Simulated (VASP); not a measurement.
Write the native input for VASP 6.6.1 that does the following.

```
Task                   : relaxation of cell and atoms
Functional             : PBE
Potentials or basis    : VASP PAW PBE potentials, release 64 (Al, In_d, N)
Cutoff                 : 520 eV
k mesh                 : 4 × 4 × 2
Occupations            : gaussian, width 0.15 eV
Spin                   : no spin polarisation
Further INCAR settings : PREC = Normal; ALGO = Fast; EDIFF = 0.0001; IBRION = 2; EDIFFG = -0.08; NSW = 24; ISIF = 3
```

The structure of AlIn3N2 lies in POSCAR:

```
AlIn3N2
1.0
    3.7317163800      0.0000000000      0.0000000000
   -1.8658581900      3.2317611900      0.0000000000
    0.0000000000      0.0000000000      9.1537420800
Al In N
1 3 2
Direct
    0.0000000000      0.0000000000      0.0000000000
    0.0000000000      0.0000000000      0.5000000000
    0.3333333300      0.6666666700      0.1769821900
    0.6666666700      0.3333333300      0.8230178100
    0.3333333300      0.6666666700      0.6616931600
    0.6666666700      0.3333333300      0.3383068400
```

The cell was built by a generator and needn't be a form met in nature.

The input as run:

INCAR

```
SYSTEM = AlIn3N2
PREC     = Normal         ! precision mode
ENCUT    = 520            ! plane-wave cutoff, eV
EDIFF    = 1E-4           ! SCF threshold, eV
ISMEAR   = 0              ! smearing method
SIGMA    = 0.15           ! smearing width, eV
LREAL    = .False.        ! projectors in reciprocal space
LASPH    = .True.         ! aspherical terms in the spheres
NELM     = 60             ! most SCF steps
ALGO     = Fast           ! electronic algorithm
ISIF     = 3              ! what is computed and relaxed
LWAVE    = .False.        ! write WAVECAR
LCHARG   = .False.        ! write CHGCAR
GGA      = PE             ! functional
IBRION   = 2              ! ionic algorithm
NSW      = 24             ! ionic steps
EDIFFG   = -0.08          ! ionic threshold
```

KPOINTS

```
regular mesh
0
Gamma
  4 4 2
  0 0 0
```

Potentials or basis: VASP PAW PBE potentials, release 64 (Al, In_d, N).

Run with:

```console
$ cat potpaw_PBE.64/Al/POTCAR potpaw_PBE.64/In_d/POTCAR potpaw_PBE.64/N/POTCAR > POTCAR
$ mpirun -np 1 vasp_std > vasp.out
```

It gave:

```json
{"Relaxed volume": "16.17 Å³/atom", "Relaxed cell": "a = 3.378 Å, b = 3.378 Å, c = 9.818 Å, α = 90.00°, β = 90.00°, γ = 120.00°", "Space group after relaxing (to 0.05 Å)": "P-3m1 (No. 164)", "Energy gained by relaxing": "355.0 meV/atom", "Ionic steps": "14", "Pressure after relaxing": "0.3 GPa", "Largest force after relaxing": "0.054 eV/Å", "Band gap on the k mesh": "none (metal or under the smearing width)"}
```

Caveat: the k mesh is coarse (spacing up to 0.49 Å⁻¹), so the values aren't converged; the relaxation stopped at a loose force limit of 0.08 eV/Å, so its end isn't a converged minimum.

Wall time 2.3 min on 1 thread of Intel(R) Xeon(R) Platinum 8488C (Sapphire Rapids), with other jobs on the host, peak memory 0.19 GiB.
